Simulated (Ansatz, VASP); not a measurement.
# TiO2 (Anatase) in two plane-wave programs, part 2 of 2

One calculation is typed for both programs; each brings its own data sets. How far apart do they land? The cell is taken from a series of runs on this material, whose earlier steps may have relaxed, scaled, displaced or heated it; both programs get it as it stands.

VASP 6.6.1 and Ansatz 0.2.0.

So far. Step 5 (VASP: single point, PBE, pair 2): The run ends at a pressure of 5.52 GPa, with forces up to 0.022 eV/Å.

## (6) Ansatz: single point, PBE, pair 2

Level of this step: Ansatz beside VASP: Kohn-Sham DFT, plane waves, PBE (Ansatz).

The same cell, functional, mesh and smearing now go to Ansatz, which takes its cutoff from its data sets.

The cell is taken from a series of runs on this material, whose earlier steps may have relaxed, scaled, displaced or heated it; both programs get it as it stands.

Contents of input.yaml:

```yaml
crystal:
  lattice:
    - [-1.8921, 1.8921, 4.7573]
    - [1.8921, -1.8921, 4.7573]
    - [1.8921, 1.8921, -4.7573]
  atoms:
    - { symbol: Ti, position: [0.0, 0.0, 0.0] }
    - { symbol: Ti, position: [0.75, 0.25, 0.5] }
    - { symbol: O, position: [0.2087892117, 0.2087892117, 0.0] }
    - { symbol: O, position: [0.9587892117, 0.4587892117, 0.5] }
    - { symbol: O, position: [0.5412107883, 0.0412107883, 0.5] }
    - { symbol: O, position: [0.7912107883, 0.7912107883, 0.0] }
kpoints:
  mp_grid: { grid: [8, 8, 8] }
  band_path:
    path:
      - [0.0, 0.0, 0.0]
      - [0.0, 0.0, 0.5]
      - [0.25, 0.25, 0.25]
      - [0.0, 0.5, 0.0]
      - [0.5, 0.5, -0.5]
      - [0.28954641, 0.71045359, -0.28954641]
      - [-0.28954641, 0.28954641, 0.28954641]
      - [-0.07909283, 0.07909283, 0.5]
      - [0.0, 0.0, 0.45]
      - [0.25, 0.25, -0.25]
    npoints: 1
hamiltonian:
  xc: pbe
scf:
  occupations: { method: fermi_dirac, width: 0.02 }
  n_extra_bands: 6
output:
  eigenvalues: true
```

Started as:

```sh
$ ansatz run input.yaml --threads 3 --pin off --max-ram 92160MiB --backend cuda --devices 1 --max-vram 13GiB --events-out ev --progress --plain --runs-dir out
```

Numbers of over 12 decimals in the logs are rounded to 6 here.

What it wrote:

```text
[...]
GPUs: using 1 of 1 available (devices: 1).
[...]
GPU FFT provider: cuFFT
GPU libraries: cuBLAS 13.8.2, cuFFT 12.4.0, cuSOLVER 12.3.4
Crystal: 6 atoms, lattice volume = 68.125 Å³
Basis set: ecut = 420 eV, 1315 PW (Γ), FFT grids on a1+a3, a2+a3, a3
Bands: 30, of which v1, the nominal top of the filled ones, is band 24 counted from 1 (23 counted from 0)
Symmetry: 16 space group operations
[...]
--- Band table (eV; the first three rows and the last of 59) ---
  k-point 0: bands = [... 20 lower, 6.5717, 6.5717, 6.8599, 6.8599, 9.4509, 10.1900, 11.2995, 11.2995, ... 2 higher]
  k-point 1: bands = [... 20 lower, 6.2392, 6.2552, 6.6204, 7.0277, 10.0672, 10.2718, 10.7519, 11.0916, ... 2 higher]
  k-point 2: bands = [... 20 lower, 5.5013, 6.3916, 6.7216, 7.0882, 10.3207, 10.4636, 10.8433, 11.0668, ... 2 higher]
  k-point 58: bands = [... 20 lower, 6.0626, 6.0626, 7.2052, 7.2052, 9.8076, 9.8076, 11.1043, 11.1043, ... 2 higher]
[key lines of the parts left out:]
SCF converged after 7 iterations
Free energy (F): -7277.472286 eV
Fermi energy:    8.403650 eV
```

## (7) Differences

Both answers:

| quantity | Ansatz | VASP | difference |
| --- | --- | --- | --- |
| gap on the k mesh (eV) | 2.141 | 2.117 | +0.024 |

A gap on the mesh is an upper bound, since the band edges may lie between its points.

## (8) Ansatz: single point, PBE, pair 3

With cell and atoms fixed, the geometry can't cause a difference; cores, projectors, grids and the points listed under the comparison can. The cell compared in this pair holds 68.81 Å³, against 68.13 Å³ for the pair before.

The cell is taken from a series of runs on this material, whose earlier steps may have relaxed, scaled, displaced or heated it; both programs get it as it stands.

Changes to input.yaml since step 6:

```diff
@@ -2,5 +2,5 @@
   lattice:
-    - [-1.8921, 1.8921, 4.7573]
-    - [1.8921, -1.8921, 4.7573]
-    - [1.8921, 1.8921, -4.7573]
+    - [-1.9015605, 1.9015605, 4.7573]
+    - [1.9015605, -1.9015605, 4.7573]
+    - [1.9015605, 1.9015605, -4.7573]
   atoms:
```

What it wrote:

```text
[...]
GPUs: using 1 of 1 available (devices: 1).
[...]
GPU FFT provider: cuFFT
GPU libraries: cuBLAS 13.8.2, cuFFT 12.4.0, cuSOLVER 12.3.4
Crystal: 6 atoms, lattice volume = 68.808 Å³
Basis set: ecut = 420 eV, 1323 PW (Γ), FFT grids on a1+a3, a2+a3, a3
Bands: 30, of which v1, the nominal top of the filled ones, is band 24 counted from 1 (23 counted from 0)
Symmetry: 16 space group operations
[...]
--- Band table (eV; the first three rows and the last of 59) ---
  k-point 0: bands = [... 20 lower, 6.4467, 6.4474, 6.7336, 6.7336, 9.2869, 10.0240, 11.1046, 11.1046, ... 2 higher]
  k-point 1: bands = [... 20 lower, 6.1110, 6.1343, 6.4982, 6.8936, 9.8909, 10.1039, 10.5679, 10.9061, ... 2 higher]
  k-point 2: bands = [... 20 lower, 5.3563, 6.2659, 6.5941, 6.9507, 10.1576, 10.2891, 10.6520, 10.8921, ... 2 higher]
  k-point 58: bands = [... 20 lower, 5.9383, 5.9383, 7.0671, 7.0671, 9.6427, 9.6427, 10.9155, 10.9155, ... 2 higher]
[key lines of the parts left out:]
SCF converged after 7 iterations
Free energy (F): -7277.487098 eV
Fermi energy:    8.252782 eV
```

## (9) VASP: single point, PBE, pair 3

The same cell, functional, mesh and smearing now go to VASP, with its own data sets.

Contents of INCAR:

```
SYSTEM = TiO2
PREC = Accurate
ENCUT = 520
EDIFF = 1E-06
NELM = 120
ISMEAR = -1
SIGMA = 0.02
LREAL = .FALSE.
ALGO = Normal
GGA = PE
NBANDS = 30
LASPH = .TRUE.
LORBIT = 11
LWAVE = .FALSE.
LCHARG = .FALSE.
ISIF = 2
GGA_COMPAT = .FALSE.
EFERMI = MIDGAP
KPAR = 2
```

Contents of POSCAR:

```
TiO2
1.0
   -1.9015605000      1.9015605000      4.7573000000
    1.9015605000     -1.9015605000      4.7573000000
    1.9015605000      1.9015605000     -4.7573000000
Ti O
2 4
Direct
    0.0000000000      0.0000000000      0.0000000000
    0.7500000000      0.2500000000      0.5000000000
    0.2087892117      0.2087892117      0.0000000000
    0.9587892117      0.4587892117      0.5000000000
    0.5412107883      0.0412107883      0.5000000000
    0.7912107883      0.7912107883      0.0000000000
```

Contents of KPOINTS:

```
Automatic mesh
0
Gamma
8 8 8
0 0 0
```

The projector-augmented-wave data sets are Ti_sv and O (PBE family, release 64).

Started as:

```sh
$ mpirun -np 2 vasp_std
```

What it wrote:

```text
[... set-up lines as in an earlier step ...]
 entering main loop
       N       E                     dE             d eps       ncg     rms          rms(c)
DAV:   1     0.676317405462E+03    0.67632E+03   -0.24698E+04  3540   0.185E+03
DAV:   2     0.404708502041E+02   -0.63585E+03   -0.60612E+03  3918   0.545E+02
DAV:   3    -0.660211686245E+02   -0.10649E+03   -0.10441E+03  5134   0.205E+02
DAV:   4    -0.709100164560E+02   -0.48888E+01   -0.48832E+01  5134   0.449E+01
[...]
DAV:  14    -0.538463992212E+02   -0.97787E-05   -0.45617E-05  5452   0.498E-02    0.144E-02
DAV:  15    -0.538463976806E+02    0.15406E-05   -0.21803E-05  4434   0.407E-02    0.398E-03
DAV:  16    -0.538463974826E+02    0.19800E-06   -0.11926E-06  2126   0.125E-02
   1 F= -.53846397E+02 E0= -.53846397E+02  d E =0.000000E+00
```

From OUTCAR (step 9):

```text
  Total        1.2327640      1.2327640      1.7960958      0.0000000     -0.0000000      0.0000000
  in kB       28.7044815     28.7044815     41.8214654      0.0000000     -0.0000000      0.0000000
  external PRESSURE =      33.0768095 kB  Pullay stress =       0.0000000 kB

 POSITION                                       TOTAL-FORCE (eV/Angst)
 -----------------------------------------------------------------------------------
      0.00000      0.00000      0.00000        -0.000000     -0.000000     -0.000000
      0.00000      1.90156      2.37865        -0.000000     -0.000000     -0.000000
      0.00000      0.00000      1.98655         0.000000     -0.000000      0.027700
      0.00000      1.90156      4.36520        -0.000000      0.000000      0.027700
     -0.00000      1.90156      0.39210        -0.000000      0.000000     -0.027700
      0.00000      0.00000      7.52805         0.000000     -0.000000     -0.027700
 -----------------------------------------------------------------------------------
    total drift:                               -0.000000     -0.000000      0.000000

  FREE ENERGIE OF THE ION-ELECTRON SYSTEM (eV)
  ---------------------------------------------------
  free  energy   TOTEN  =       -53.8463974826 eV

  energy  without entropy=      -53.8463974826  energy(sigma->0) =      -53.84639748

[... 1 part as in an earlier step ...]

[... 2 further parts left out ...]
[key lines of the parts left out:]
E-fermi :   4.3296
```

The run ends at a pressure of 3.31 GPa, with forces up to 0.028 eV/Å.

## (10) Differences

Both answers:

| quantity | Ansatz | VASP | difference |
| --- | --- | --- | --- |
| gap on the k mesh (eV) | 2.115 | 2.091 | +0.024 |

A gap on the mesh is an upper bound, since the band edges may lie between its points.

## (11) What came out

```json
{
 "difference in gap on the k mesh (single point, PBE, pair 1)": "0.024 eV",
 "difference in gap on the k mesh (single point, PBE, pair 2)": "0.024 eV",
 "difference in gap on the k mesh (single point, PBE, pair 3)": "0.024 eV"
}
```

What this shows: The difference in gap on the k mesh is 0.024 eV (single point, PBE, pair 1), within the 0.08 eV picked in this series as the mark of a large difference. 3 further runs of this series are not shown here. Such differences can come from data sets, numerical settings and the points named under the comparisons, not from the functional's error against experiment.

[Lines on the potential files, build, host, timing and source positions are cut from VASP's logs without a mark.]

[Logs are printed without paths, hosts, clocks, repeated set-up lines and the standing remarks that a program may print on its own settings, such as how far it seeks lower states.]

[Hosts, paths, dates, database ids (printed as entryN), source tags and the programs' standing remarks are cut or masked in the printed files.]
